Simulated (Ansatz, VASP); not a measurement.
# Hf (Hafnium): VASP beside Ansatz, part 2 of 2

One calculation is typed for both programs; each brings its own data sets. How far apart do they land? The structure shown is the end of the Ansatz relaxation below.

VASP 6.6.1 and Ansatz 0.2.0.

So far. Step 3 (VASP: single point, PBEsol, pair 1): The run ends at a pressure of -6.39 GPa.

**6. VASP: single point, PBEsol, pair 2 (continued)**

Level of this step: PBEsol; plane waves and PAW (Hf_pv) (VASP).

Numbers of over 12 decimals in the logs are rounded to 6 here.

From OUTCAR (step 6):

```text
  Total        3.4028744      3.4028744      3.3601781      0.0000000      0.0000000      0.0000000
  in kB      140.1924616    140.1924616    138.4334482      0.0000000      0.0000000      0.0000000
  external PRESSURE =     139.6061238 kB  Pullay stress =       0.0000000 kB

 POSITION                                       TOTAL-FORCE (eV/Angst)
 -----------------------------------------------------------------------------------
      0.00000      1.75803      1.21078         0.000000     -0.000000      0.000000
      1.52250      0.87902      3.63235        -0.000000      0.000000      0.000000
 -----------------------------------------------------------------------------------
    total drift:                               -0.000000     -0.000000      0.000000

  FREE ENERGIE OF THE ION-ELECTRON SYSTEM (eV)
  ---------------------------------------------------
  free  energy   TOTEN  =       -20.8355908267 eV

  energy  without entropy=      -20.8375762625  energy(sigma->0) =      -20.83625264

[... 1 part as in an earlier step ...]

[... 2 further parts left out ...]
[key lines of the parts left out:]
E-fermi :   5.8029
```

The run ends at a pressure of 13.96 GPa.

**7. Differences**

What differs besides the data sets and the points named for the pairs above, as far as they apply: the data sets hold 52 valence electrons in Ansatz (on its PAW soft_1 files) and 20 in VASP. Total energies have different zeros and are not compared.

Both answers:

| quantity | Ansatz | VASP | difference |
| --- | --- | --- | --- |
| pressure (GPa) | 14.31 | 13.96 | +0.35 |

**8. Ansatz: relaxation, PBEsol**

This run makes the geometry at which the two programs are then compared. The cell compared in this pair holds 39.75 Å³, against 38.89 Å³ for the pair before.

The structure compared here is the end of the Ansatz relaxation.

Input file input.yaml:

```yaml
crystal:
  lattice:
    - [3.0708411145, 0.0, 0.0]
    - [-1.5354205572, 2.6594264161, 0.0]
    - [0.0, 0.0, 4.8677899605]
  atoms:
    - { symbol: Hf, position: [0.3333333333, 0.6666666667, 0.25] }
    - { symbol: Hf, position: [0.6666666667, 0.3333333333, 0.75] }
kpoints:
  mp_grid: { grid: [15, 15, 8] }
hamiltonian:
  xc: pbesol
  pseudopotentials: { kind: paw, azcp: { folder: soft_1 }, xc_functional: pbe }
scf:
  occupations: { method: methfessel_paxton, width: 0.2 }
output:
  forces: true
  stress: true
  eigenvalues: true
relax:
  adjacent_minimum: "off"
  f_tol: 0.001
  max_steps: 60
  cell: { stress_tol: 0.01, fix: [volume] }
```

The run is started by

```console
ansatz run input.yaml --threads 4 --pin off --max-ram 10240MiB --backend cpu --events-out ev --progress --plain --runs-dir out
```

Log:

```text
[...]
Crystal: 2 atoms, lattice volume = 39.754 Å³
Basis set: ecut = 420 eV, 773 PW (Γ), exchange–correlation on 48×48×72 points (8 copies of the dense FFT grid, shifted against one another)
Bands: 32, of which v1, the nominal top of the filled ones, is band 26 counted from 1 (25 counted from 0)
Symmetry: 24 space group operations
[...]
k-points: 135 of 1800
[...]
k-point 134: bands = [... 22 lower, 18.4876, 18.4876, 18.8700, 18.8700, 20.4538, 20.4538, 23.2035, 23.2035, ... 2 higher]
--- Relaxed structure (3 steps of the walk, 3 accepted, 1 SCFs on fresh bases) ---
[...]
cell:  # Å, volume = 39.7537 Å³
    - [3.069291, -2.885294047215858e-11, 0]
    - [-1.534645, 2.658084, 0]
    - [0, 0, 4.872709]
  atoms:
    - { symbol: Hf, position: [0.333333, 0.666667, 0.250000] }
    - { symbol: Hf, position: [0.666667, 0.333333, 0.750000] }
[key lines of the parts left out:]
SCF converged after 6 iterations
Free energy (F): -31197.493591 eV
Fermi energy:    20.525822 eV
P = ⅓ Tr σ = 10.9212 GPa (109.212 kbar)
```

**9. VASP: single point, PBEsol, pair 3**

The same cell, functional, mesh and smearing now go to VASP, with its own data sets.

Input file INCAR:

```
SYSTEM = Hf
PREC = Accurate
ENCUT = 500
EDIFF = 1E-06
NELM = 120
ISMEAR = 1
SIGMA = 0.2
LREAL = .FALSE.
ALGO = Normal
GGA = PS
NBANDS = 16
LASPH = .TRUE.
LORBIT = 11
LWAVE = .FALSE.
LCHARG = .FALSE.
ISIF = 2
GGA_COMPAT = .FALSE.
KPAR = 2
```

Input file POSCAR:

```
Hf
1.0
    3.0692906459      0.0000000000      0.0000000000
   -1.5346453229      2.6580836710      0.0000000000
    0.0000000000      0.0000000000      4.8727091828
Hf
2
Direct
    0.3333333334      0.6666666668      0.2500000000
    0.6666666668      0.3333333334      0.7500000000
```

Input file KPOINTS:

```
Automatic mesh
0
Gamma
15 15 8
0 0 0
```

The projector-augmented-wave data sets are Hf_pv (PBE family, release 64).

The run is started by

```console
mpirun -np 2 vasp_std
```

Log:

```text
[... set-up lines as in an earlier step ...]
 entering main loop
       N       E                     dE             d eps       ncg     rms          rms(c)
DAV:   1     0.470270448676E+02    0.47027E+02   -0.11379E+04  4336   0.117E+03
DAV:   2    -0.200446694684E+02   -0.67072E+02   -0.65573E+02  5672   0.253E+02
DAV:   3    -0.215547265154E+02   -0.15101E+01   -0.15006E+01  5616   0.263E+01
DAV:   4    -0.215650058366E+02   -0.10279E-01   -0.10271E-01  5328   0.263E+00
[...]
DAV:   9    -0.209017429460E+02   -0.94678E-04   -0.93660E-04  5832   0.224E-01    0.183E-01
DAV:  10    -0.209017370937E+02    0.58522E-05   -0.44993E-05  5016   0.495E-02    0.229E-01
DAV:  11    -0.209017373154E+02   -0.22165E-06   -0.57142E-06  5280   0.172E-02
   1 F= -.20901737E+02 E0= -.20902607E+02  d E =0.260856E-02
```

From OUTCAR (step 9):

```text
  Total        2.6367912      2.6367912      2.5972600      0.0000000      0.0000000     -0.0000000
  in kB      106.2696283    106.2696283    104.6764178      0.0000000      0.0000000     -0.0000000
  external PRESSURE =     105.7385581 kB  Pullay stress =       0.0000000 kB

 POSITION                                       TOTAL-FORCE (eV/Angst)
 -----------------------------------------------------------------------------------
      0.00000      1.77206      1.21818         0.000000      0.000000      0.000000
      1.53465      0.88603      3.65453         0.000000      0.000000      0.000000
 -----------------------------------------------------------------------------------
    total drift:                               -0.000000     -0.000000      0.000000

  FREE ENERGIE OF THE ION-ELECTRON SYSTEM (eV)
  ---------------------------------------------------
  free  energy   TOTEN  =       -20.9017373154 eV

  energy  without entropy=      -20.9043458761  energy(sigma->0) =      -20.90260684

[... 1 part as in an earlier step ...]

[... 2 further parts left out ...]
[key lines of the parts left out:]
E-fermi :   5.6325
```

The run ends at a pressure of 10.57 GPa.

**10. Side by side**

What differs besides the data sets and the points named for the pairs above, as far as they apply: the data sets hold 52 valence electrons in Ansatz (on its PAW soft_1 files) and 20 in VASP. Total energies have different zeros and are not compared.

The two programs side by side:

| quantity | Ansatz | VASP | difference |
| --- | --- | --- | --- |
| pressure (GPa) | 10.92 | 10.57 | +0.35 |

**11. Outcome**

- difference in pressure (single point, PBEsol, pair 1): 0.39 GPa
- difference in pressure (single point, PBEsol, pair 2): 0.35 GPa
- difference in pressure (single point, PBEsol, pair 3): 0.35 GPa

In words: The difference in pressure is 0.39 GPa (single point, PBEsol, pair 1), within the 1 GPa picked in this series as the mark of a large difference. The data sets hold unlike numbers of valence electrons (52 in Ansatz and 20 in VASP), so part of the differences comes from the potentials. 5 further runs of this series are not shown here. Such differences can come from data sets, numerical settings and the points named under the comparisons, not from the functional's error against experiment.

[Lines on the potential files, build, host, timing and source positions are cut from VASP's logs without a mark.]

[Logs are printed without paths, hosts, clocks, repeated set-up lines and the standing remarks that a program may print on its own settings, such as how far it seeks lower states.]

[Hosts, paths, dates, database ids (printed as entryN), source tags and the programs' standing remarks are cut or masked in the printed files.]
